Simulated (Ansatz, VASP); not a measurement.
# Cross-check of H9C3NO2 (ionic liquid ethylammonium formate at 450 K) between VASP and Ansatz, part 2 of 2

Wanted: the spread between two codes on one cell, functional and k mesh. The cell is taken from a series of runs on this material, whose earlier steps may have relaxed, scaled, displaced or heated it; both programs get it as it stands.

VASP 6.6.1 and Ansatz 0.2.0.

So far. Step 2 (VASP: single point, PBE with D3(BJ)): The run ends at a pressure of 2.83 GPa, with forces up to 4.4 eV/Å.

### 3. Ansatz: single point, PBE with D3(BJ)

Level of this step: Ansatz beside VASP: Kohn-Sham DFT, plane waves, PBE with D3(BJ) (Ansatz).

Ansatz runs on its default PAW (the set named soft_2) files.

The same cell, functional and mesh now go to Ansatz, which takes its cutoff from its data sets.

input.yaml

```yaml
crystal:
  lattice:
    - [12.99138, 0.0, 0.0]
    - [0.0, 12.99138, 0.0]
    - [0.0, 0.0, 12.99138]
  atoms:
    - { symbol: C, position: [0.81509, 0.85531, 0.54097] }
    - { symbol: C, position: [0.80339, 0.87107, 0.43427] }
    - { symbol: "N", position: [0.90208, 0.89577, 0.38294] }
    - { symbol: H, position: [0.78726, 0.92281, 0.57486] }
    - { symbol: H, position: [0.7626, 0.79491, 0.56119] }
    - { symbol: H, position: [0.89773, 0.83905, 0.56112] }
    - { symbol: H, position: [0.76751, 0.80283, 0.39794] }
    - { symbol: H, position: [0.75088, 0.93269, 0.41974] }
    - { symbol: H, position: [0.90098, 0.87198, 0.31044] }
    - { symbol: H, position: [0.96029, 0.85394, 0.42239] }
    - { symbol: H, position: [0.915, 0.97098, 0.39093] }
    - { symbol: C, position: [0.45737, 0.73377, 0.01293] }
    - { symbol: C, position: [0.55965, 0.73175, 0.965] }
    - { symbol: "N", position: [0.61503, 0.82924, 0.00495] }
    - { symbol: H, position: [0.46461, 0.7225, 0.09135] }
    - { symbol: H, position: [0.43057, 0.81079, 0.01197] }
    - { symbol: H, position: [0.39931, 0.67785, 0.98941] }
    - { symbol: H, position: [0.60311, 0.66321, 0.98693] }
    - { symbol: H, position: [0.55472, 0.73696, 0.88384] }
    - { symbol: H, position: [0.69135, 0.82584, 0.98674] }
    - { symbol: H, position: [0.60513, 0.82092, 0.08088] }
    - { symbol: H, position: [0.58757, 0.89964, 0.98103] }
    - { symbol: C, position: [0.48001, 0.5006, 0.17736] }
    - { symbol: C, position: [0.55272, 0.42419, 0.22414] }
    - { symbol: "N", position: [0.55932, 0.33495, 0.15475] }
    - { symbol: H, position: [0.51069, 0.55057, 0.12238] }
    - { symbol: H, position: [0.42098, 0.45801, 0.13455] }
    - { symbol: H, position: [0.44811, 0.55436, 0.23698] }
    - { symbol: H, position: [0.62951, 0.45546, 0.22156] }
    - { symbol: H, position: [0.52649, 0.3954, 0.29863] }
    - { symbol: H, position: [0.59973, 0.27942, 0.1953] }
    - { symbol: H, position: [0.59296, 0.35164, 0.08622] }
    - { symbol: H, position: [0.49705, 0.28726, 0.14539] }
    - { symbol: C, position: [0.45871, 0.32655, 0.53567] }
    - { symbol: C, position: [0.57281, 0.29313, 0.52397] }
    - { symbol: "N", position: [0.63445, 0.28661, 0.61668] }
    - { symbol: H, position: [0.41662, 0.25642, 0.55362] }
    - { symbol: H, position: [0.43909, 0.37739, 0.59522] }
    - { symbol: H, position: [0.41584, 0.36078, 0.47243] }
    - { symbol: H, position: [0.57603, 0.21951, 0.4876] }
    - { symbol: H, position: [0.61809, 0.34596, 0.48218] }
    - { symbol: H, position: [0.63491, 0.34878, 0.65723] }
    - { symbol: H, position: [0.70947, 0.27228, 0.59171] }
    - { symbol: H, position: [0.60561, 0.2173, 0.65705] }
    - { symbol: C, position: [0.71132, 0.13341, 0.85478] }
    - { symbol: C, position: [0.78334, 0.16954, 0.93862] }
    - { symbol: "N", position: [0.75685, 0.12641, 0.03921] }
    - { symbol: H, position: [0.71303, 0.04676, 0.86404] }
    - { symbol: H, position: [0.6326, 0.15318, 0.86321] }
    - { symbol: H, position: [0.73056, 0.152, 0.77154] }
    - { symbol: H, position: [0.86801, 0.15788, 0.91781] }
    - { symbol: H, position: [0.79372, 0.25152, 0.94239] }
    - { symbol: H, position: [0.79448, 0.16737, 0.09758] }
    - { symbol: H, position: [0.77924, 0.05111, 0.04562] }
    - { symbol: H, position: [0.67963, 0.13243, 0.04913] }
    - { symbol: C, position: [0.38626, 0.38272, 0.80804] }
    - { symbol: C, position: [0.38923, 0.39644, 0.9213] }
    - { symbol: "N", position: [0.29935, 0.35105, 0.96375] }
    - { symbol: H, position: [0.34608, 0.31295, 0.78784] }
    - { symbol: H, position: [0.35918, 0.45072, 0.77521] }
    - { symbol: H, position: [0.46548, 0.36884, 0.7823] }
    - { symbol: H, position: [0.4473, 0.35406, 0.96509] }
    - { symbol: H, position: [0.39742, 0.47942, 0.94416] }
    - { symbol: H, position: [0.25707, 0.41347, 0.95875] }
    - { symbol: H, position: [0.31225, 0.33114, 0.0354] }
    - { symbol: H, position: [0.27045, 0.28278, 0.93008] }
    - { symbol: C, position: [0.90746, 0.92423, 0.77351] }
    - { symbol: C, position: [0.99876, 0.85521, 0.75223] }
    - { symbol: "N", position: [0.02464, 0.78341, 0.84201] }
    - { symbol: H, position: [0.92299, 0.96456, 0.84365] }
    - { symbol: H, position: [0.88781, 0.97388, 0.71194] }
    - { symbol: H, position: [0.83338, 0.89804, 0.78656] }
    - { symbol: H, position: [0.98878, 0.79761, 0.68908] }
    - { symbol: H, position: [0.06419, 0.90044, 0.74335] }
    - { symbol: H, position: [0.96174, 0.7573, 0.8794] }
    - { symbol: H, position: [0.07934, 0.81071, 0.89148] }
    - { symbol: H, position: [0.05118, 0.722, 0.80155] }
    - { symbol: C, position: [0.88825, 0.60277, 0.41142] }
    - { symbol: C, position: [0.85939, 0.48858, 0.42564] }
    - { symbol: "N", position: [0.88374, 0.44763, 0.5332] }
    - { symbol: H, position: [0.8401, 0.65152, 0.45814] }
    - { symbol: H, position: [0.96371, 0.60873, 0.44462] }
    - { symbol: H, position: [0.89454, 0.61793, 0.33042] }
    - { symbol: H, position: [0.77492, 0.494, 0.42481] }
    - { symbol: H, position: [0.88826, 0.43409, 0.36916] }
    - { symbol: H, position: [0.8431, 0.49306, 0.58338] }
    - { symbol: H, position: [0.96286, 0.45446, 0.54158] }
    - { symbol: H, position: [0.86053, 0.37787, 0.54338] }
    - { symbol: C, position: [0.18346, 0.23152, 0.61178] }
    - { symbol: C, position: [0.07118, 0.22528, 0.64182] }
    - { symbol: "N", position: [0.02054, 0.1931, 0.54599] }
    - { symbol: H, position: [0.21332, 0.16334, 0.57192] }
    - { symbol: H, position: [0.19987, 0.29858, 0.55733] }
    - { symbol: H, position: [0.2323, 0.23499, 0.6835] }
    - { symbol: H, position: [0.05915, 0.16914, 0.70615] }
    - { symbol: H, position: [0.03656, 0.30126, 0.66341] }
    - { symbol: H, position: [0.94013, 0.18986, 0.54732] }
    - { symbol: H, position: [0.03512, 0.11508, 0.53319] }
    - { symbol: H, position: [0.04459, 0.2375, 0.48321] }
    - { symbol: C, position: [0.15459, 0.60824, 0.27297] }
    - { symbol: C, position: [0.18031, 0.70452, 0.21487] }
    - { symbol: "N", position: [0.14506, 0.70781, 0.1078] }
    - { symbol: H, position: [0.17182, 0.62609, 0.35841] }
    - { symbol: H, position: [0.07052, 0.58529, 0.27529] }
    - { symbol: H, position: [0.20412, 0.54523, 0.25848] }
    - { symbol: H, position: [0.15202, 0.77189, 0.25649] }
    - { symbol: H, position: [0.26815, 0.70056, 0.21895] }
    - { symbol: H, position: [0.18999, 0.66019, 0.06129] }
    - { symbol: H, position: [0.16249, 0.77871, 0.0788] }
    - { symbol: H, position: [0.06833, 0.69059, 0.09436] }
    - { symbol: C, position: [0.57888, 0.99013, 0.34816] }
    - { symbol: C, position: [0.49905, 0.95506, 0.26434] }
    - { symbol: "N", position: [0.42974, 0.03917, 0.24201] }
    - { symbol: H, position: [0.59625, 0.91973, 0.3971] }
    - { symbol: H, position: [0.65012, 0.02422, 0.32221] }
    - { symbol: H, position: [0.5455, 0.04686, 0.39795] }
    - { symbol: H, position: [0.53658, 0.93054, 0.19462] }
    - { symbol: H, position: [0.45001, 0.89012, 0.29321] }
    - { symbol: H, position: [0.41867, 0.0873, 0.30706] }
    - { symbol: H, position: [0.36242, 0.02173, 0.19857] }
    - { symbol: H, position: [0.47211, 0.09071, 0.19914] }
    - { symbol: C, position: [0.37644, 0.87222, 0.72594] }
    - { symbol: C, position: [0.34332, 0.98306, 0.71666] }
    - { symbol: "N", position: [0.395, 0.04081, 0.79611] }
    - { symbol: H, position: [0.37615, 0.84946, 0.64644] }
    - { symbol: H, position: [0.44427, 0.86358, 0.77263] }
    - { symbol: H, position: [0.31051, 0.8268, 0.76446] }
    - { symbol: H, position: [0.3609, 0.03041, 0.65834] }
    - { symbol: H, position: [0.25873, 0.99165, 0.72318] }
    - { symbol: H, position: [0.34578, 0.10576, 0.81342] }
    - { symbol: H, position: [0.46662, 0.06505, 0.77736] }
    - { symbol: H, position: [0.41186, 0.00746, 0.86544] }
    - { symbol: C, position: [0.41587, 0.58083, 0.50025] }
    - { symbol: C, position: [0.38582, 0.69172, 0.5187] }
    - { symbol: "N", position: [0.49085, 0.73323, 0.54885] }
    - { symbol: H, position: [0.47896, 0.56699, 0.44695] }
    - { symbol: H, position: [0.45522, 0.55704, 0.56734] }
    - { symbol: H, position: [0.35953, 0.52173, 0.47312] }
    - { symbol: H, position: [0.36941, 0.74017, 0.44281] }
    - { symbol: H, position: [0.32991, 0.70067, 0.58144] }
    - { symbol: H, position: [0.52089, 0.68678, 0.60588] }
    - { symbol: H, position: [0.50267, 0.80789, 0.56759] }
    - { symbol: H, position: [0.53176, 0.71657, 0.4862] }
    - { symbol: C, position: [0.11576, 0.1334, 0.30834] }
    - { symbol: C, position: [0.12307, 0.11246, 0.1998] }
    - { symbol: "N", position: [0.0193, 0.12859, 0.14837] }
    - { symbol: H, position: [0.09465, 0.2156, 0.30674] }
    - { symbol: H, position: [0.047, 0.0944, 0.34672] }
    - { symbol: H, position: [0.19111, 0.12111, 0.34696] }
    - { symbol: H, position: [0.17213, 0.16731, 0.15754] }
    - { symbol: H, position: [0.13862, 0.03144, 0.19111] }
    - { symbol: H, position: [0.00075, 0.20554, 0.13997] }
    - { symbol: H, position: [0.95548, 0.08603, 0.17564] }
    - { symbol: H, position: [0.04307, 0.09975, 0.07752] }
    - { symbol: C, position: [0.05255, 0.3952, 0.87305] }
    - { symbol: C, position: [0.95087, 0.44304, 0.84733] }
    - { symbol: "N", position: [0.89378, 0.44184, 0.94222] }
    - { symbol: H, position: [0.08339, 0.44276, 0.93713] }
    - { symbol: H, position: [0.03309, 0.31555, 0.88569] }
    - { symbol: H, position: [0.09397, 0.40564, 0.80423] }
    - { symbol: H, position: [0.94944, 0.52645, 0.82137] }
    - { symbol: H, position: [0.89968, 0.40534, 0.79146] }
    - { symbol: H, position: [0.90664, 0.38228, 0.98629] }
    - { symbol: H, position: [0.82244, 0.45866, 0.93123] }
    - { symbol: H, position: [0.91948, 0.51022, 0.98469] }
    - { symbol: O, position: [0.30979, 0.9033, 0.1209] }
    - { symbol: C, position: [0.25363, 0.91724, 0.04448] }
    - { symbol: O, position: [0.21543, 0.85064, 0.98304] }
    - { symbol: H, position: [0.21559, 0.99187, 0.03391] }
    - { symbol: O, position: [0.98093, 0.85472, 0.20022] }
    - { symbol: C, position: [0.93832, 0.88777, 0.12131] }
    - { symbol: O, position: [0.88953, 0.97243, 0.11234] }
    - { symbol: H, position: [0.95303, 0.84742, 0.04928] }
    - { symbol: O, position: [0.82393, 0.77132, 0.93874] }
    - { symbol: C, position: [0.83617, 0.68094, 0.97142] }
    - { symbol: O, position: [0.92074, 0.63979, 0.99645] }
    - { symbol: H, position: [0.76954, 0.62901, 0.97192] }
    - { symbol: O, position: [0.71549, 0.49224, 0.62411] }
    - { symbol: C, position: [0.66494, 0.54736, 0.68388] }
    - { symbol: O, position: [0.58447, 0.59743, 0.66995] }
    - { symbol: H, position: [0.70757, 0.57709, 0.75154] }
    - { symbol: O, position: [0.56018, 0.93123, 0.61234] }
    - { symbol: C, position: [0.59045, 0.02276, 0.60743] }
    - { symbol: O, position: [0.56279, 0.09491, 0.66454] }
    - { symbol: H, position: [0.6332, 0.03865, 0.53643] }
    - { symbol: O, position: [0.76883, 0.31335, 0.23433] }
    - { symbol: C, position: [0.84817, 0.33863, 0.18926] }
    - { symbol: O, position: [0.90349, 0.29931, 0.11687] }
    - { symbol: H, position: [0.86258, 0.42196, 0.20156] }
    - { symbol: O, position: [0.54932, 0.14971, 0.06468] }
    - { symbol: C, position: [0.48383, 0.08893, 0.01829] }
    - { symbol: O, position: [0.51697, 0.01536, 0.96481] }
    - { symbol: H, position: [0.40323, 0.08719, 0.03751] }
    - { symbol: O, position: [0.09098, 0.49976, 0.52493] }
    - { symbol: C, position: [0.12703, 0.44184, 0.45886] }
    - { symbol: O, position: [0.08199, 0.35944, 0.43605] }
    - { symbol: H, position: [0.21742, 0.4405, 0.44784] }
    - { symbol: O, position: [0.58562, 0.70758, 0.35952] }
    - { symbol: C, position: [0.6322, 0.70618, 0.27256] }
    - { symbol: O, position: [0.65048, 0.78581, 0.2179] }
    - { symbol: H, position: [0.66592, 0.62962, 0.24519] }
    - { symbol: O, position: [0.21372, 0.5652, 0.94888] }
    - { symbol: C, position: [0.20803, 0.61252, 0.86801] }
    - { symbol: O, position: [0.13356, 0.62164, 0.81136] }
    - { symbol: H, position: [0.29076, 0.63495, 0.83429] }
    - { symbol: O, position: [0.08208, 0.12515, 0.95577] }
    - { symbol: C, position: [0.15554, 0.108, 0.89559] }
    - { symbol: O, position: [0.2309, 0.16695, 0.87714] }
    - { symbol: H, position: [0.1549, 0.01727, 0.86642] }
    - { symbol: O, position: [0.36892, 0.21291, 0.31357] }
    - { symbol: C, position: [0.32618, 0.27994, 0.25397] }
    - { symbol: O, position: [0.34068, 0.303, 0.16136] }
    - { symbol: H, position: [0.26481, 0.33168, 0.29237] }
    - { symbol: O, position: [0.06993, 0.86474, 0.49193] }
    - { symbol: C, position: [0.13501, 0.92496, 0.52507] }
    - { symbol: O, position: [0.1218, 0.01832, 0.55063] }
    - { symbol: H, position: [0.20522, 0.88817, 0.54996] }
    - { symbol: O, position: [0.80423, 0.23292, 0.51716] }
    - { symbol: C, position: [0.79819, 0.18931, 0.43015] }
    - { symbol: O, position: [0.87049, 0.14104, 0.38217] }
    - { symbol: H, position: [0.71778, 0.17166, 0.40137] }
    - { symbol: O, position: [0.70209, 0.36422, 0.81613] }
    - { symbol: C, position: [0.6644, 0.40416, 0.89882] }
    - { symbol: O, position: [0.69384, 0.39684, 0.9906] }
    - { symbol: H, position: [0.58351, 0.43823, 0.89519] }
kpoints:
  mp_grid: { grid: [1, 1, 1] }
hamiltonian:
  xc: pbe
  dispersion: d3bj
scf:
  occupations: { method: fixed }
output:
  forces: true
  stress: true
  populations: true
  dos:
    method: { smearing: { sigma: 0.15 } }
    de: 0.1
    projected: { site_lists: { C: [C], H: [H], "N": ["N"], O: [O] } }
  eigenvalues: true
```

Run with:

```console
> ansatz run input.yaml --threads 4 --pin off --max-ram 8192MiB --backend cpu --events-out ev --progress --plain --runs-dir out
```

Numbers of over 12 decimals in the logs are rounded to 6 here.

The program printed:

```text
Engine: ansatz 0.2.0, x86_64-unknown-linux-gnu
Pseudopotentials: kind: paw
Pseudopotential: C, paw, valence charge 4, recommended cutoff 420 eV (normal), C.paw.azcp
Pseudopotential: N, paw, valence charge 5, recommended cutoff 420 eV (normal), N.paw.azcp
Pseudopotential: H, paw, valence charge 1, recommended cutoff 420 eV (normal), H.paw.azcp
Pseudopotential: O, paw, valence charge 6, recommended cutoff 420 eV (normal), O.paw.azcp
Functional definition: PBE
  parameter kappa = 0.804
  parameter beta = 0.066725
  exchange = pbe_x(kappa = kappa, mu = beta*pi^2/3)
  correlation = pbe_c(beta = beta)
Crystal: 225 atoms, lattice volume = 2192.633 Å³
Basis set: ecut = 420 eV, 42931 PW (Γ), exchange–correlation on 180×180×180 points (8 copies of the dense FFT grid, shifted against one another)
Bands: 510, of which v1, the nominal top of the filled ones, is band 285 counted from 1 (284 counted from 0)
Symmetry: 1 space group operations
Space group: P1 (ITA 1), of the structure as read, at distance tolerance 1.3e-4 Å
k-points: 1
Non-local potential: C, projectors of the file, l = 0: 2, l = 1: 2, l = 2: 1
Non-local potential: N, projectors of the file, l = 0: 2, l = 1: 2, l = 2: 1
Non-local potential: H, projectors of the file, l = 0: 2, l = 1: 1
Non-local potential: O, projectors of the file, l = 0: 2, l = 1: 2, l = 2: 1
PAW form: soft (Blöchl's): semilocal exchange-correlation on the pseudo side does not see the compensation charge
PAW one-centre angular grid: C, 110 points (default); XC on 64 Gauss nodes
PAW one-centre angular grid: N, 110 points (default); XC on 64 Gauss nodes
PAW one-centre angular grid: H, 110 points (default); XC on 64 Gauss nodes
PAW one-centre angular grid: O, 110 points (default); XC on 64 Gauss nodes
Initial density: superposition of atomic densities (neutral atoms: chi_scale 0, normalization atom), corrected by the library's trained network
Initial wavefunctions: pseudopotential atomic-orbital guess
Functional: x = pbe(κ = 0.804, μ = 0.219515), c = pbe(β = 0.066725)
SCF iter   1: F=—  HF=-36242.367431 eV  |F-HF|=—  |Δ(HF+E_count)|=         —  Δρ=4.75e-3  dr2=8.75e-1  ethr=1.77e-3  ⟨swp⟩=5.0  Hψ=1785  notcnv=0  defer=223
preconditioner: auto → Resta (q_TF=auto, 2.180 Å⁻¹)  ε∞=2.3  [insulator: Δε(μ)=3.866 eV  Ē_g=16.599 eV  n_scr=388 (ndim 8)  ℏωp=18.9 eV  f_vac=0.234  ε∞_Penn≈2.3]
SCF iter   2: F=—  HF=-36242.157965 eV  |F-HF|=—  |Δ(HF+E_count)|=   2.09e-1  Δρ=2.62e-3  dr2=1.97e-1  ethr=1.54e-4  ⟨swp⟩=2.0  Hψ=833  notcnv=0  defer=221
SCF iter   3: F=—  HF=-36242.123704 eV  |F-HF|=—  |Δ(HF+E_count)|=   3.43e-2  Δρ=1.57e-3  dr2=7.50e-2  ethr=3.46e-5  ⟨swp⟩=3.0  Hψ=570  notcnv=0  defer=223
SCF iter   4: F=—  HF=-36242.110246 eV  |F-HF|=—  |Δ(HF+E_count)|=   1.35e-2  Δρ=6.89e-4  dr2=1.22e-2  ethr=1.32e-5  ⟨swp⟩=3.0  Hψ=578  notcnv=0  defer=223
SCF iter   5: F=—  HF=-36242.108494 eV  |F-HF|=—  |Δ(HF+E_count)|=   1.75e-3  Δρ=3.18e-4  dr2=2.26e-3  ethr=2.14e-6  ⟨swp⟩=2.0  Hψ=870  notcnv=0  defer=222
SCF iter   6: F=—  HF=-36242.108249 eV  |F-HF|=—  |Δ(HF+E_count)|=   2.44e-4  Δρ=1.08e-4  dr2=2.77e-4  ethr=3.96e-7  ⟨swp⟩=2.0  Hψ=578  notcnv=0  defer=223
SCF iter   7: F=—  HF=-36242.108268 eV  |F-HF|=—  |Δ(HF+E_count)|=   1.89e-5  Δρ=4.41e-5  dr2=3.92e-5  ethr=4.87e-8  ⟨swp⟩=2.0  Hψ=567  notcnv=0  defer=221
SCF iter   8: F=—  HF=-36242.108807 eV  |F-HF|=—  |Δ(HF+E_count)|=   5.38e-4  Δρ=2.61e-5  dr2=1.36e-5  ethr=6.87e-9  ⟨swp⟩=3.0  Hψ=794  notcnv=0  defer=219
SCF iter   9: F=—  HF=-36242.108806 eV  |F-HF|=—  |Δ(HF+E_count)|=   4.84e-7  Δρ=7.35e-6  dr2=1.06e-6  ethr=2.38e-9  ⟨swp⟩=3.0  Hψ=576  notcnv=0  defer=220
SCF iter  10: F=—  HF=-36242.108806 eV  |F-HF|=—  |Δ(HF+E_count)|=   2.98e-7  Δρ=2.75e-6  dr2=1.60e-7  ethr=1.85e-10  ⟨swp⟩=2.0  Hψ=566  notcnv=0  defer=221
SCF iter  11: F=-36242.108806 eV  HF=-36242.108806 eV  |F-HF|=3.96e-8  |Δ(HF+E_count)|=   5.05e-8  Δρ=1.82e-6  dr2=6.70e-8  ethr=1.75e-11  ⟨swp⟩=17.0  Hψ=3773  notcnv=0
SCF 1 converged in 11 iterations: F = -36242.108806 eV  dr2 = 6.70e-8
  greatest PAW one-centre occupation: 0.875 electrons in one spin orbital (limit 2), on the O atom at site 193 (counted from 0), in its partial waves of l = 0
SCF converged after 11 iterations
Free energy (F): -36242.108806 eV
Harris-Foulkes:  -36242.108806 eV  (|F-HF|=3.96e-8)
Internal energy: -36242.108806 eV  (E = F + TS)
E sigma→0 (E₀):  -36242.108806 eV
Fermi energy:    -0.074360 eV
--- Per-component energies (eV) ---
  E_band       = -4682.389129
  E_kinetic    = 13256.562670
  E_local      = -42677.030110  (includes V_loc(G=0)·N_el)
  E_nonlocal   = 3596.680685
  E_hartree    = 15557.598508
  E_xc         = -6474.210111
  E_vxc        = -8186.260573  (∫ρ·V_xc dr)
  E_paw        = -11222.356722  (= ΣΔE_a)
  E_vpaw       = -1787.434515  (= ΣTr[D̂ρ^β])
  E_aug_tail   = -0.105144  (compensation charges beyond the density's cutoff)
  E_ewald      = -8268.360736
[...]
--- Löwdin populations: 225 sites ---
  site symbol       q [e]
     0      C      4.4722
     1      C      4.1428
     2      N      5.3475
     3      H      0.7964
     4      H      0.7842
     5      H      0.8229
     6      H      0.8037
     7      H      0.8081
     8      H      0.6411
     9      H      0.6571
    10      H      0.6457
    11      C      4.4918
    12      C      4.1519
    13      N      5.3702
    14      H      0.7881
    15      H      0.7882
    16      H      0.7935
    17      H      0.7989
    18      H      0.7717
    19      H      0.6455
    20      H      0.6525
    21      H      0.6605
    22      C      4.4677
    23      C      4.1492
[...]
217      O      6.5160
   218      C      3.5668
   219      O      6.5361
   220      H      0.9101
   221      O      6.5321
   222      C      3.6072
   223      O      6.5357
   224      H      0.9367
  spilling = 0.013495 (of n_electrons = 570.000000)
```

In the SCF lines HF is the Harris–Foulkes energy and dr2 the Hartree energy of the density residual, in eV; the loop may stop once dr2 is under the threshold and the program's other checks hold. Hψ counts applications of the Hamiltonian.

### 4. Differences

Known differences besides the potentials themselves: fixed occupations in Ansatz, narrow Gaussian smearing in VASP; the cutoff is 420 eV in Ansatz and 600 eV in VASP (PREC = Accurate, projectors in real space). Total energies have different zeros and are not compared.

Compared:

| quantity | Ansatz | VASP | difference |
| --- | --- | --- | --- |
| pressure (GPa) | 2.73 | 2.83 | -0.10 |
| gap on the k mesh (eV) | 3.030 | 3.021 | +0.010 |

Forces on 9 of the 225 atoms, those with the largest forces and the largest differences (eV/Å; atoms numbered as in POSCAR):

| atom | Ansatz x, y, z | VASP x, y, z |
| --- | --- | --- |
| C37 | 3.884, -0.195, 1.286 | 3.614, -0.088, 1.354 |
| C40 | 2.995, 0.208, -2.771 | 3.280, 0.367, -2.884 |
| N49 | -1.245, -4.180, 0.412 | -1.216, -4.153, 0.454 |
| N53 | 1.246, 3.554, -1.677 | 1.254, 3.537, -1.645 |
| N60 | 2.393, 3.585, 0.817 | 2.347, 3.556, 0.865 |
| H152 | 1.095, 1.111, -4.145 | 1.092, 1.110, -4.144 |
| O206 | -0.754, -1.926, 0.228 | -1.092, -2.025, 0.422 |
| O214 | 0.242, -1.443, 3.746 | 0.285, -1.652, 4.105 |
| O215 | -1.507, 0.524, -1.329 | -1.827, 0.582, -1.580 |

The forces differ by 82 meV/Å r.m.s., which is 7.7 % of the r.m.s. force of 1.062 eV/Å (both taken over all components). A gap on the mesh is an upper bound, since the band edges may lie between its points.

### 5. Summary of results

| Item | Value |
| --- | --- |
| r.m.s. force difference (single point, PBE with D3(BJ)) | 7.7 % of the r.m.s. force |

In words: The r.m.s. force difference is 7.7 % of the r.m.s. force (single point, PBE with D3(BJ)), beyond the 3 % picked in this series as the mark of a large difference. What causes the difference of the single point, PBE with D3(BJ) pair stays open here. How closely two codes agree says nothing of how well the functional describes the real material.

[Lines on the potential files, build, host, timing and source positions are cut from VASP's logs without a mark.]

[Logs are printed without paths, hosts, clocks, repeated set-up lines and the standing remarks that a program may print on its own settings, such as how far it seeks lower states.]

[Hosts, paths, dates, database ids (printed as entryN), source tags and the programs' standing remarks are cut or masked in the printed files.]
